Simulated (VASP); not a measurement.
Runs of VASP 6.6.1 on HfB. Symmetry: Fm-3m, No. 225, cubic system. Conventional cell: a = 4.620 Å, b = 4.620 Å, c = 4.620 Å, α = 90.00°, β = 90.00°, γ = 90.00°. Hf (site symmetry m-3m) is surrounded by 6 B at 2.31 Å. B (site symmetry m-3m) has 6 Hf at 2.31 Å as nearest neighbours. 

```tsv
level	gap on the mesh (eV)	pressure (GPa)	relaxed volume (Å³/atom)
BLYP+D4	none	-0.1	(a)
BLYP	none	0.0	14.64
BLYP+D3(BJ)	none	-0.1	13.82
BLYP+D3	none	-0.1	14.04
```

Alike in all rows: task relaxation of cell and atoms; potentials or basis VASP PAW PBE potentials, release 64 (Hf_pv, B); no spin polarisation; cell relaxed; k mesh 10 × 10 × 10; cutoff (eV) 600; smearing fermi-dirac 0.05 eV.

Question: Estimate the missing entries.

Answer: (a) 14.06.

Caveats: the PAW data sets were made with another functional, which shifts forces and pressure a little; pairwise dispersion overbinds metals, which lowers pressure and volume (some runs); the volume moved by over 15 % at a fixed basis, so the end points are rough (some runs).

A k mesh can miss the band edges, and the runs leave out spin-orbit coupling on Hf.

A gap of «none» marks a metal or a gap under the smearing width.
